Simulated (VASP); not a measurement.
# Driving VASP from ASE on PW, part 2 of 4

Do ASE scripts that read PW from different structure formats give one answer, and do several routes find one equilibrium volume? All runs use PBEsol. Left out of this account: at least 1 further run (self-consistent run: a reference on another mesh). The start is a cell from a database of measured crystal structures.

VASP 6.6.1; PBEsol; plane waves and PAW (P, W).

So far. Step 2 (Self-consistent run (PBEsol, through ASE)): The pressure is 15.79 GPa and the largest force 2.969 eV/Å, so the cell is not at a minimum at these settings.

## Step 3: A single point (PBEsol, through ASE)

The single point through ASE, with the structure read from a CIF with its space group. The mesh changes to 5×8×5, so this is no clean test of the format.

File run.py:

```python
import numpy as np
from ase.calculators.vasp import Vasp
from ase.io import read
from ase.dft.bandgap import bandgap

atoms = read('PW.cif')

calc = Vasp(
    xc='pbesol',
    pp='PBE',
    prec='Accurate',
    encut=400,
    ediff=1e-06,
    nelm=100,
    ismear=-1,
    sigma=0.05,
    lreal=False,
    algo='Normal',
    nbands=30,
    lasph=True,
    lorbit=11,
    lwave=False,
    lcharg=False,
    kpar=8,
    isif=2,
    pp_version='64',
    setups={'P': '', 'W': ''},
    kpts=(5, 8, 5),
    gamma=True,
    txt='vasp.out',
)
atoms.calc = calc

print("energy (eV):", round(atoms.get_potential_energy(), 6))
print("Fermi level (eV):", round(calc.get_fermi_level(), 4))
print("forces (eV/A):")
print(np.round(atoms.get_forces(), 4))
print("stress (GPa, Voigt, tension positive):", np.round(atoms.get_stress() * 160.21766, 3))
gap, p1, p2 = bandgap(calc, direct=False)
print("gap on the mesh (eV):", round(gap, 4))
```

File PW.cif:

```cif
data_PW
_cell_length_a 5.71700000
_cell_length_b 3.23800000
_cell_length_c 6.21900000
_cell_angle_alpha 90.00000000
_cell_angle_beta 90.00000000
_cell_angle_gamma 90.00000000
_space_group_name_H-M_alt 'Pnma'
_space_group_name_Hall '-P 2ac 2n'
_space_group_IT_number 62
loop_
_space_group_symop_operation_xyz
'x,y,z'
'-x,-y,-z'
'-x+1/2,-y,z+1/2'
'x+1/2,y,-z+1/2'
'x+1/2,-y+1/2,-z+1/2'
'-x+1/2,y+1/2,z+1/2'
'-x,y+1/2,-z'
'x,-y+1/2,z'
loop_
_atom_site_label
_atom_site_type_symbol
_atom_site_symmetry_multiplicity
_atom_site_Wyckoff_symbol
_atom_site_fract_x
_atom_site_fract_y
_atom_site_fract_z
_atom_site_occupancy
P1 P 4 c 0.8000000000 0.7500000000 0.6200000000 1
W1 W 4 c 0.0000000000 0.7500000000 0.1750000000 1
```

PAW data sets: P and W (PBE family, release 64).

Command:

```
> export ASE_VASP_COMMAND="mpirun -np 8 vasp_std"
> python run.py
```

The program printed:

```text
energy (eV): -79.688674
Fermi level (eV): 9.3694
forces (eV/A):
[[-0.2262 -0.     -2.9577]
 [ 0.2262  0.      2.9577]
 [ 0.2262 -0.     -2.9577]
 [-0.2262 -0.      2.9577]
 [-0.2198  0.      0.4535]
 [ 0.2198  0.     -0.4535]
 [ 0.2198  0.      0.4535]
 [-0.2198  0.     -0.4535]]
stress (GPa, Voigt, tension positive): [-13.145 -21.079 -13.308  -0.     -0.      0.   ]
gap on the mesh (eV): 0.0
```

Elapsed: 18 s, on 8 MPI ranks of Intel Xeon Platinum 8488C (Sapphire Rapids), shared host; peak memory 2.1 GiB; 2.1 min of CPU time.

The INCAR that ASE wrote:

```
ENCUT = 400.000000
SIGMA = 0.050000
EDIFF = 1.00e-06
ALGO = Normal
GGA = PS
PREC = Accurate
ISIF = 2
ISMEAR = -1
KPAR = 8
LORBIT = 11
NBANDS = 30
NELM = 100
LASPH = .TRUE.
LCHARG = .FALSE.
LWAVE = .FALSE.
LREAL = .FALSE.
```

ASE turned this into the KPOINTS:

```
KPOINTS created by Atomic Simulation Environment
0
Gamma
5 8 5
0 0 0
```

vasp.out:

```text
[banner, memory and clock lines left out]
running    8 mpi-ranks, on    1 nodes
 distrk:  each k-point on    1 cores,    8 groups
 distr:  one band on    1 cores,    1 groups

 POSCAR found type information on POSCAR P W
 POSCAR found :  2 types and       8 ions
 [... a notice as in an earlier step ...]

 [... a notice as in an earlier step ...]

 LDA part: xc-table for (Slater+PW92), standard interpolation
 POSCAR, INCAR and KPOINTS ok, starting setup
 FFT: planning ... GRIDC
 FFT: planning ... GRID_SOFT
 FFT: planning ... GRID
 WAVECAR not read
 entering main loop
       N       E                     dE             d eps       ncg     rms          rms(c)
DAV:   1     0.132502808400E+03    0.13250E+03   -0.16737E+04  2700   0.106E+03
DAV:   2    -0.693951972560E+02   -0.20190E+03   -0.19325E+03  3350   0.263E+02
DAV:   3    -0.828222793506E+02   -0.13427E+02   -0.12961E+02  3744   0.595E+01
DAV:   4    -0.831769255637E+02   -0.35465E+00   -0.35025E+00  3602   0.100E+01
DAV:   5    -0.831858208663E+02   -0.88953E-02   -0.88774E-02  3652   0.145E+00    0.564E+01
DAV:   6    -0.802496523625E+02    0.29362E+01   -0.86162E+00  3898   0.123E+01    0.262E+01
DAV:   7    -0.797334167624E+02    0.51624E+00   -0.11833E+00  3300   0.512E+00    0.746E+00
DAV:   8    -0.797128656997E+02    0.20551E-01   -0.17166E-01  3754   0.206E+00    0.829E-01
DAV:   9    -0.797068959983E+02    0.59697E-02   -0.13346E-02  3292   0.540E-01    0.522E-01
DAV:  10    -0.797063962539E+02    0.49974E-03   -0.64692E-03  3674   0.350E-01    0.164E-01
DAV:  11    -0.797063631934E+02    0.33061E-04   -0.56509E-04  3528   0.107E-01    0.844E-02
DAV:  12    -0.797063702683E+02   -0.70750E-05   -0.55014E-05  3296   0.355E-02    0.438E-02
DAV:  13    -0.797063636555E+02    0.66128E-05   -0.38010E-05  3310   0.269E-02    0.586E-03
DAV:  14    -0.797063634958E+02    0.15970E-06   -0.29519E-06  2640   0.992E-03
   1 F= -.79706363E+02 E0= -.79688674E+02  d E =-.353793E-01
```

Parts of OUTCAR (step 3):

```text
 Found     45 irreducible k-points:

   NELECT =      44.0000    total number of electrons

 E-fermi :   9.3694

 k-point     1 :       0.0000    0.0000    0.0000
  band No.  band energies     occupation
    ...
     20       7.8626      2.00000
     21       8.3911      2.00000
     22       8.6379      2.00000
     23       8.7368      1.99999
     24       8.9989      1.99879
     25      10.2807      0.00000
     26      10.6028      0.00000
     27      10.6389      0.00000
     28      10.8559      0.00000
     29      11.6325      0.00000
    ...

 k-point     2 :       0.2000    0.0000    0.0000
  band No.  band energies     occupation
    ...
     19       7.6755      2.00000
     20       7.7633      2.00000
     21       8.1185      2.00000
     22       8.1793      2.00000
     23       9.2574      1.80742
     24       9.9987      0.00001
     25      10.1514      0.00000
     26      10.5920      0.00000
     27      10.6811      0.00000
     28      10.8858      0.00000
    ...

  Total        9.4455758     15.1463508      9.5620969     -0.0000000      0.0000000      0.0000000
  in kB      131.4538857    210.7914539    133.0755069     -0.0000000      0.0000000      0.0000000
  external PRESSURE =     158.4402822 kB  Pullay stress =       0.0000000 kB

 POSITION                                       TOTAL-FORCE (eV/Angst)
 -----------------------------------------------------------------------------------
      4.57360      2.42850      3.85578        -0.226223     -0.000000     -2.957682
      1.14340      0.80950      2.36322         0.226223      0.000000      2.957682
      4.00190      0.80950      0.74628         0.226223     -0.000000     -2.957682
      1.71510      2.42850      5.47272        -0.226223     -0.000000      2.957682
      0.00000      2.42850      1.08832        -0.219848      0.000000      0.453522
      0.00000      0.80950      5.13068         0.219848      0.000000     -0.453522
      2.85850      0.80950      4.19782         0.219848      0.000000      0.453522
      2.85850      2.42850      2.02118        -0.219848      0.000000     -0.453522
 -----------------------------------------------------------------------------------
    total drift:                               -0.000000     -0.000000      0.000000

  FREE ENERGIE OF THE ION-ELECTRON SYSTEM (eV)
  ---------------------------------------------------
  free  energy   TOTEN  =       -79.7063634958 eV

  energy  without entropy=      -79.6709841919  energy(sigma->0) =      -79.68867384

 total charge
# of ion       s       p       d       tot
------------------------------------------
    1        1.017   1.533   0.000   2.550
    2        1.017   1.533   0.000   2.550
    3        1.017   1.533   0.000   2.550
    4        1.017   1.533   0.000   2.550
    5        0.614   0.738   4.554   5.907
    6        0.614   0.738   4.554   5.907
    7        0.614   0.738   4.554   5.907
    8        0.614   0.738   4.554   5.907
--------------------------------------------------
tot          6.525   9.087  18.216  33.828

[... 8 parts as in an earlier step ...]

[... 6 further parts left out ...]
```

Numbers from this step:

```yaml
free_energy_toten: -79.7064 eV
energy_at_zero_smearing: -79.6887 eV
fermi_energy: 9.369 eV
pressure: 15.84 GPa
```

Force by atom:

| atom | x (eV/Å) | y (eV/Å) | z (eV/Å) | size |
| --- | --- | --- | --- | --- |
| P1 | -0.23 | 0.00 | -2.96 | 2.97 |
| P2 | 0.23 | 0.00 | 2.96 | 2.97 |
| P3 | 0.23 | 0.00 | -2.96 | 2.97 |
| P4 | -0.23 | 0.00 | 2.96 | 2.97 |
| W5 | -0.22 | 0.00 | 0.45 | 0.50 |
| W6 | 0.22 | 0.00 | -0.45 | 0.50 |
| W7 | 0.22 | 0.00 | 0.45 | 0.50 |
| W8 | -0.22 | 0.00 | -0.45 | 0.50 |

The energy lies +0.44 meV an atom from the first script, on another mesh.

(Continued in part 3 of 4.)

[Lines on the potential files, build, host, timing and source positions are cut from VASP's logs without a mark.]

[Logs are printed without paths, hosts, clocks, repeated set-up lines and the standing remarks that a program may print on its own settings, such as how far it seeks lower states.]

[Hosts, paths, dates, database ids (printed as entryN), source tags and the programs' standing remarks are cut or masked in the printed files.]

[A measured line is paired with the nearest computed mode of its activity, which favours agreement.]

[In band tables of VASP the shares of atoms and orbitals are scaled to a sum of 1 inside the atoms' spheres.]
